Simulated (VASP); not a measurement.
Output of a VASP run:

**OSZICAR**
```
       N       E                     dE             d eps       ncg     rms          rms(c)
DAV:   1     0.204597451945E+02    0.20460E+02   -0.49734E+03   846   0.944E+02
DAV:   2    -0.167482634826E+02   -0.37208E+02   -0.36887E+02   902   0.168E+02
DAV:   3    -0.187575694166E+02   -0.20093E+01   -0.19887E+01  1369   0.302E+01
DAV:   4    -0.188389155403E+02   -0.81346E-01   -0.80958E-01  1158   0.514E+00
DAV:   5    -0.188412154750E+02   -0.22999E-02   -0.22977E-02  1441   0.503E-01    0.870E+00
DAV:   6    -0.144136865986E+02    0.44275E+01   -0.29052E+00   922   0.931E+00    0.712E+00
DAV:   7    -0.150497671875E+02   -0.63608E+00   -0.80551E-01   983   0.739E+00    0.495E+00
DAV:   8    -0.157848166785E+02   -0.73505E+00   -0.57071E-01   918   0.490E+00    0.806E-01
DAV:   9    -0.150776752599E+02    0.70714E+00   -0.65729E-01   893   0.542E+00    0.684E-01
DAV:  10    -0.150825948904E+02   -0.49196E-02   -0.57070E-02   934   0.315E+00    0.525E-01
DAV:  11    -0.150861595063E+02   -0.35646E-02   -0.20501E-03  1041   0.564E-01    0.447E-01
DAV:  12    -0.150826949090E+02    0.34646E-02   -0.14684E-02   854   0.179E+00    0.706E-02
DAV:  13    -0.150727048368E+02    0.99901E-02   -0.79785E-03   850   0.133E+00    0.562E-02
DAV:  14    -0.150664159597E+02    0.62889E-02   -0.21994E-03   983   0.560E-01    0.116E-01
DAV:  15    -0.150657129123E+02    0.70305E-03   -0.12400E-04  1394   0.840E-02    0.160E-01
DAV:  16    -0.150658221621E+02   -0.10925E-03   -0.14794E-06  1196   0.933E-03    0.155E-01
DAV:  17    -0.150652224430E+02    0.59972E-03   -0.45124E-04   877   0.237E-01    0.145E-01
DAV:  18    -0.150642853729E+02    0.93707E-03   -0.38939E-04   928   0.196E-01    0.143E-01
DAV:  19    -0.150643555790E+02   -0.70206E-04   -0.33769E-05  1086   0.695E-02    0.864E-02
DAV:  20    -0.150643696548E+02   -0.14076E-04   -0.68214E-05   897   0.791E-02    0.620E-02
DAV:  21    -0.150643729447E+02   -0.32899E-05   -0.12640E-06  1381   0.108E-02    0.514E-02
DAV:  22    -0.150643721698E+02    0.77491E-06   -0.31399E-05   908   0.549E-02    0.367E-02
DAV:  23    -0.150643806445E+02   -0.84747E-05   -0.16710E-05   858   0.542E-02    0.218E-02
DAV:  24    -0.150643737139E+02    0.69306E-05   -0.10742E-05  1055   0.345E-02    0.149E-02
DAV:  25    -0.150643730410E+02    0.67288E-06   -0.30688E-07  1152   0.448E-03    0.122E-02
DAV:  26    -0.150643706341E+02    0.24069E-05   -0.39151E-07   931   0.725E-03    0.710E-03
DAV:  27    -0.150643721391E+02   -0.15050E-05   -0.23273E-06   866   0.131E-02    0.134E-03
DAV:  28    -0.150643715465E+02    0.59267E-06   -0.14624E-07   919   0.338E-03    0.115E-03
DAV:  29    -0.150643722630E+02   -0.71654E-06   -0.57490E-08   800   0.251E-03    0.158E-03
DAV:  30    -0.150643721746E+02    0.88395E-07   -0.25797E-08   441   0.186E-03
   1 F= -.15064372E+02 E0= -.15064330E+02  d E =-.127335E-03
```

File OUTCAR:
```
------------------------ aborting loop because EDIFF is reached ----------------------------------------
  FORCE on cell =-STRESS in cart. coord.  units (eV):
  Direction    XX          YY          ZZ          XY          YZ          ZX
  --------------------------------------------------------------------------------------
  Total        0.5231278      0.5231278      0.5231278     -0.0000000     -0.0000000     -0.0000000
  in kB       16.7312190     16.7312190     16.7312190     -0.0000000     -0.0000000     -0.0000000
  external PRESSURE =      16.7312190 kB  Pullay stress =       0.0000000 kB
  volume of cell :       50.09
      direct lattice vectors                 reciprocal lattice vectors
     0.000000000  2.925860472  2.925860472    -0.170889899  0.170889899  0.170889899
     2.925860472  0.000000000  2.925860472     0.170889899 -0.170889899  0.170889899
     2.925860472  2.925860472  0.000000000     0.170889899  0.170889899 -0.170889899
 POSITION                                       TOTAL-FORCE (eV/Angst)
 -----------------------------------------------------------------------------------
      0.00000      0.00000      0.00000        -0.000000      0.000000     -0.000000
 -----------------------------------------------------------------------------------
    total drift:                                0.000000     -0.000000     -0.000000
  FREE ENERGIE OF THE ION-ELECTRON SYSTEM (eV)
  ---------------------------------------------------
  free  energy   TOTEN  =       -15.0643721746 eV

  energy  without entropy=      -15.0642448398  energy(sigma->0) =      -15.06432973
```
(Selected blocks of OUTCAR.)

File POSCAR:
```
Sr
1
    0.0000000000     2.9258604721     2.9258604721
    2.9258604721     0.0000000000     2.9258604721
    2.9258604721     2.9258604721     0.0000000000
Sr
1
Direct
  0.0000000000   0.0000000000   0.0000000000
```

Question: Reconstruct the remaining input files.

Answer: This is not unique; one that fits is the input of the run itself, r2SCAN meta-GGA, plane waves, VASP's PBE PAW potentials (set 64).

KPOINTS:
```
Automatic mesh
0
gamma
  10 10 10
0 0 0
```

**INCAR**
```
# general
SYSTEM  = Sr
PREC    = Accurate
ENCUT   = 480
LREAL   = F
LASPH   = T

# electronic loop
EDIFF   = 1E-7
NELM    = 100
ALGO    = Normal
LMAXMIX = 4
LMIXTAU = T

# smearing
ISMEAR  = 1
SIGMA   = 0.1

# functional
METAGGA = R2SCAN

# ions
ISIF    = 2

# output
LWAVE   = F
LCHARG  = F
```

POTCAR, in this order: Sr_sv (PBE.64 set). Program: vasp_std.

The compound is Sr in the fcc structure. This cell was strained or had an atom moved on purpose.
